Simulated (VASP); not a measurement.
All values below come from PBE GGA, VASP's PBE PAW potentials (set 64) (plane waves; VASP).

VASP input:

**POSCAR**
```
CeO2
1.0
  0.0000000000   2.7050000000   2.7050000000
  2.7050000000   0.0000000000   2.7050000000
  2.7050000000   2.7050000000   0.0000000000
Ce O
1 2
Direct
  0.0000000000   0.0000000000   0.0000000000
  0.2500000000   0.2500000000   0.2500000000
  0.7500000000   0.7500000000   0.7500000000
```

### KPOINTS
```
Automatic mesh
0
Gamma
6 6 6
0 0 0
```

INCAR:
```
# general
SYSTEM  = CeO2
PREC    = Accurate
ENCUT   = 450
LREAL   = .FALSE.
LASPH   = .TRUE.

# electronic loop
EDIFF   = 1E-6
NELM    = 100
ALGO    = Normal
LMAXMIX = 6

# smearing
ISMEAR  = 0
SIGMA   = 0.05

# functional
GGA     = PE

# ions
ISIF    = 2

# output
LWAVE   = .FALSE.
LCHARG  = .FALSE.
```

POTCAR, in this order: Ce O (PBE.64 set). Program: vasp_std.

Output

File OSZICAR:
```
       N       E                     dE             d eps       ncg     rms          rms(c)
DAV:   1     0.221346761495E+03    0.22135E+03   -0.10794E+04   520   0.181E+03
DAV:   2     0.104721879073E+02   -0.21087E+03   -0.20504E+03   776   0.302E+02
DAV:   3    -0.300671462297E+02   -0.40539E+02   -0.35264E+02   656   0.138E+02
DAV:   4    -0.317128669468E+02   -0.16457E+01   -0.16456E+01   768   0.327E+01
DAV:   5    -0.317769857874E+02   -0.64119E-01   -0.64111E-01   880   0.629E+00    0.314E+01
DAV:   6    -0.292610464701E+02    0.25159E+01   -0.90201E+01   760   0.591E+01    0.242E+01
DAV:   7    -0.281628726818E+02    0.10982E+01   -0.16749E+02   752   0.125E+02    0.219E+01
DAV:   8    -0.273813235494E+02    0.78155E+00   -0.32179E+00   608   0.199E+01    0.141E+01
DAV:   9    -0.262517023588E+02    0.11296E+01   -0.69937E+00   760   0.219E+01    0.165E+00
DAV:  10    -0.262400573759E+02    0.11645E-01   -0.23345E-01   880   0.385E+00    0.117E+00
DAV:  11    -0.262309637916E+02    0.90936E-02   -0.35148E-02   744   0.184E+00    0.134E+00
DAV:  12    -0.262216102272E+02    0.93536E-02   -0.91474E-02   664   0.198E+00    0.784E-01
DAV:  13    -0.262196339784E+02    0.19762E-02   -0.10157E-01   760   0.314E+00    0.722E-01
DAV:  14    -0.262181991091E+02    0.14349E-02   -0.96107E-03   808   0.911E-01    0.326E-01
DAV:  15    -0.262178909984E+02    0.30811E-03   -0.45144E-03   696   0.626E-01    0.539E-02
DAV:  16    -0.262178947278E+02   -0.37294E-05   -0.75742E-04   800   0.244E-01    0.795E-02
DAV:  17    -0.262178736494E+02    0.21078E-04   -0.11217E-04   760   0.102E-01    0.124E-02
DAV:  18    -0.262178717355E+02    0.19138E-05   -0.17426E-05   864   0.341E-02    0.356E-03
DAV:  19    -0.262178708126E+02    0.92289E-06   -0.31546E-06   440   0.185E-02
   1 F= -.26217871E+02 E0= -.26217871E+02  d E =-.182428E-11
```

File OUTCAR:
```
------------------------ aborting loop because EDIFF is reached ----------------------------------------
  FORCE on cell =-STRESS in cart. coord.  units (eV):
  Direction    XX          YY          ZZ          XY          YZ          ZX
  --------------------------------------------------------------------------------------
  Total        1.0325727      1.0325727      1.0325727     -0.0000000      0.0000000     -0.0000000
  in kB       41.7926027     41.7926027     41.7926027     -0.0000000      0.0000000     -0.0000000
  external PRESSURE =      41.7926027 kB  Pullay stress =       0.0000000 kB
  volume of cell :       39.59
      direct lattice vectors                 reciprocal lattice vectors
     0.000000000  2.705000000  2.705000000    -0.184842884  0.184842884  0.184842884
     2.705000000  0.000000000  2.705000000     0.184842884 -0.184842884  0.184842884
     2.705000000  2.705000000  0.000000000     0.184842884  0.184842884 -0.184842884
 POSITION                                       TOTAL-FORCE (eV/Angst)
 -----------------------------------------------------------------------------------
      0.00000      0.00000      0.00000         0.000000      0.000000      0.000000
      1.35250      1.35250      1.35250         0.000000     -0.000000      0.000000
      4.05750      4.05750      4.05750        -0.000000      0.000000     -0.000000
 -----------------------------------------------------------------------------------
    total drift:                                0.000000      0.000000      0.000000
  FREE ENERGIE OF THE ION-ELECTRON SYSTEM (eV)
  ---------------------------------------------------
  free  energy   TOTEN  =       -26.2178708126 eV

  energy  without entropy=      -26.2178708126  energy(sigma->0) =      -26.21787081
```
(Selected blocks of OUTCAR.)

File OUTCAR:
```
 val. band max:        5.2381645824   @ k =   0.5000   0.3333   0.1667

 cond. band min:       7.3068251799   @ k =   0.5000   0.0000   0.0000


 Fermi energy:         5.4695455281

 k-point     1 :       0.0000    0.0000    0.0000
  band No.  band energies     occupation
      1     -27.0653      2.00000
      2     -10.9843      2.00000
      3     -10.0371      2.00000
      4      -9.2135      2.00000
      5      -9.2135      2.00000
      6      -9.2135      2.00000
      7       1.4703      2.00000
      8       1.4703      2.00000
      9       1.4703      2.00000
     10       4.7302      2.00000
     11       4.7302      2.00000
     12       4.7302      2.00000
     13       7.6354      0.00000
     14       7.6354      0.00000
     15       7.6354      0.00000
     16       7.8872      0.00000

 k-point     2 :       0.1667    0.0000    0.0000
  band No.  band energies     occupation
      1     -27.0140      2.00000
      2     -11.7811      2.00000
      3     -10.2541      2.00000
      4      -9.2774      2.00000
      5      -9.2774      2.00000
      6      -8.3685      2.00000
      7       1.7159      2.00000
      8       1.7159      2.00000
      9       2.1431      2.00000
     10       4.5061      2.00000
     11       4.6381      2.00000
     12       4.6381      2.00000
     13       7.6070      0.00000
     14       7.6070      0.00000
     15       7.6377      0.00000
     16       7.9192      0.00000

 k-point     3 :       0.3333    0.0000    0.0000
  band No.  band energies     occupation
      1     -26.9064      2.00000
      2     -12.7386      2.00000
      3     -10.6645      2.00000
      4      -9.3997      2.00000
      5      -9.3997      2.00000
      6      -7.2512      2.00000
      7       2.1671      2.00000
      8       2.1671      2.00000
      9       3.4252      2.00000
     10       4.2453      2.00000
     11       4.5374      2.00000
     12       4.5374      2.00000
     13       7.5288      0.00000
...
```

At this cut-off the stress carries a Pulay error, which pulls relaxed volumes low.

The compound is CeO2 in the fluorite structure. The cell was not relaxed at this level. The run is one of a series of settings (ENCUT = 450 against the base run), some of them coarse on purpose. The run is not spin-polarised, so no magnetic state was tried.
